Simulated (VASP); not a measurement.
VASP runs on PbF$_{2}$ (fluorite) share one base input (PBE GGA, plane waves, VASP's PBE PAW potentials (set 64)) and change the settings named in each case.

### INCAR
```
LREAL=.False.   ! projection in real space or not
LCHARG=.False.
LWAVE=.False.
EDIFF=1E-6
NELM=100   ! most electronic steps
LASPH=.True.   ! aspherical one-centre terms
ALGO=Normal   ! blocked Davidson
ISMEAR=0   ! Gaussian
SYSTEM=PbF2
SIGMA=0.05   ! width (eV)
ISIF=2   ! forces and stress, cell fixed
GGA=PE   ! PBE
PREC=Accurate
ENCUT=520   ! plane-wave cut-off (eV)
LMAXMIX=4   ! l cut-off of mixed one-centre charges
```

### POSCAR
```
PbF2
1
    0.0000000000     3.0294000000     3.0294000000
    3.0294000000     0.0000000000     3.0294000000
    3.0294000000     3.0294000000     0.0000000000
Pb F
1 2
Direct
  0.0000000000   0.0000000000   0.0000000000
  0.2500000000   0.2500000000   0.2500000000
  0.7500000000   0.7500000000   0.7500000000
```

### KPOINTS
```
Automatic mesh
0
Gamma
6 6 6
0 0 0
```

POTCAR, in this order: Pb_d F (PBE.64 set). Program: vasp_std.

```csv
change,E(σ→0) (eV/atom),pressure (GPa),gap on the mesh (eV)
base run,-4.7809,-1.99,4.40
"AGGAC = 0.0, GGA = BO, LUSE_VDW = .TRUE., PARAM1 = 0.1833333333, PARAM2 = 0.22",-2.4893,…,…
GGA = 91,-4.8235,-2.30,4.40
"GGA removed, LMIXTAU = .TRUE., METAGGA = R2SCAN",-23.3702,…,…
"GGA removed, LMIXTAU = .TRUE., METAGGA = TPSS",-6.3248,-3.41,4.57
IVDW = 11,-4.8787,-2.47,4.40
"GGA removed, LMIXTAU = .TRUE., METAGGA = SCAN",-30.0112,-5.23,4.80
```

Question: Complete the blanks.

Answer: 
- AGGAC = 0.0, GGA = BO, LUSE_VDW = .TRUE., PARAM1 = 0.1833333333, PARAM2 = 0.22, pressure (GPa): -3.62
- AGGAC = 0.0, GGA = BO, LUSE_VDW = .TRUE., PARAM1 = 0.1833333333, PARAM2 = 0.22, gap on the mesh (eV): 4.43
- GGA removed, LMIXTAU = .TRUE., METAGGA = R2SCAN, pressure (GPa): -4.63
- GGA removed, LMIXTAU = .TRUE., METAGGA = R2SCAN, gap on the mesh (eV): 4.96

Energies of different potentials or functionals have different zeros. Unless said otherwise, spin-orbit coupling is left out, though it shifts the bands of the heavy elements here.

Left out are runs that ran out of time, are held back, or changed the cell or the kind of run, fixed moments of cells without a moment, rows past the twelfth, gaps on odd meshes, pressures of charged cells and columns that move by less than the noise.

The compound is PbF2 in the fluorite structure, the β form. The cell was not relaxed at this level.
